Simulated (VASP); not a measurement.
An input for Ansatz (written as the equivalent of a VASP run, and not itself run):

Ansatz 0.2 input:
```yaml
crystal:
  lattice:
    - [-2.5838840, 2.5838840, 5.1758630]
    - [2.5838840, -2.5838840, 5.1758630]
    - [2.5838840, 2.5838840, -5.1758630]
  atoms:
    - { symbol: Cu, position: [0.0000000, 0.0000000, 0.0000000] }
    - { symbol: Cu, position: [0.7500000, 0.2500000, 0.5000000] }
    - { symbol: Zn, position: [0.2500000, 0.7500000, 0.5000000] }
    - { symbol: Ge, position: [0.5000000, 0.5000000, 0.0000000] }
    - { symbol: S, position: [0.6290000, 0.6280000, 0.5130000] }
    - { symbol: S, position: [0.1150000, 0.1160000, 0.4870000] }
    - { symbol: S, position: [0.3720000, 0.8850000, 0.0010000] }
    - { symbol: S, position: [0.8840000, 0.3710000, 0.9990000] }
kpoints:
  mp_grid: { grid: [5, 5, 5] }
hamiltonian:
  xc: pbe
  pseudopotentials: { kind: paw }
  hubbard:
    sites:
      - { species: Zn, l: d, u_eff: 1 }
scf:
  occupations: { method: fermi_dirac, width: 0.05 }
  max_iter: 100
output: { forces: true, stress: true, eigenvalues: true }
```

Write the VASP files for the same calculation (PBE+U).

One answer among several that fit: 
### INCAR
```
# general
SYSTEM  =ZnCu2GeS4
PREC    =Accurate
ENCUT   =300   # plane-wave cut-off (eV)
LREAL   =.FALSE.   # projection in real space or not
LASPH   =.TRUE.   # aspherical one-centre terms

# electronic loop
EDIFF   =1E-6   # SCF stop (eV)
NELM    =100   # most electronic steps
ALGO    =Normal   # blocked Davidson
LMAXMIX =4   # l cut-off of mixed one-centre charges

# smearing
ISMEAR  =-1
SIGMA   =0.05   # width (eV)

# functional
GGA     =PE

# DFT+U
LDAU    =.TRUE.
LDAUTYPE=2   # Dudarev
LDAUL   =-1 2 -1 -1
LDAUU   =0 1.0 0 0
LDAUJ   =0 0 0 0

# ions
ISIF    =2   # forces and stress, cell fixed

# output
LWAVE   =.FALSE.
LCHARG  =.FALSE.
```

**POSCAR**
```
ZnCu2GeS4
1.0
 -2.5838840000   2.5838840000   5.1758630000
  2.5838840000  -2.5838840000   5.1758630000
  2.5838840000   2.5838840000  -5.1758630000
Cu Zn Ge S
2 1 1 4
Cart
  0.0000000000   0.0000000000   0.0000000000
 -0.0000000000   2.5838840000   2.5879315000
  2.5838840000   0.0000000000   2.5879315000
  0.0000000000   0.0000000000   5.1758630000
  1.3229486080   1.3281163760   3.8508420720
  1.2609353920   1.2557676240  -1.3250209280
  1.3281163760  -1.3229486080   6.5008839280
  1.2557676240   3.9068326080   1.3250209280
```

File KPOINTS:
```
Automatic mesh
0
Gamma
5 5 5
0 0 0
```

POTCAR, in this order: Cu Zn Ge_d S (PBE.64 set). Program: vasp_std.

The two are equivalent in intent, not identical: each code has its own PAW files, so the cut-off isn't converted (ENCUT is set for VASP's; basis.ecutwfc is left out, and Ansatz then takes the one that its files recommend); Ansatz stops its SCF on the density residual and VASP on the energy change (EDIFF); the +U projectors differ, so the same U acts differently.

The structure was generated: ZnCu2GeS4 was put into an ordered model structure, which need not be its known phase. The cell was not relaxed at this level. The run is one of a series of settings (LDAU = .TRUE., LDAUJ = 0 0 0 0, LDAUL = -1 2 -1 -1, LDAUTYPE = 2, LDAUU = 0 1.0 0 0 against the base run), some of them coarse on purpose.
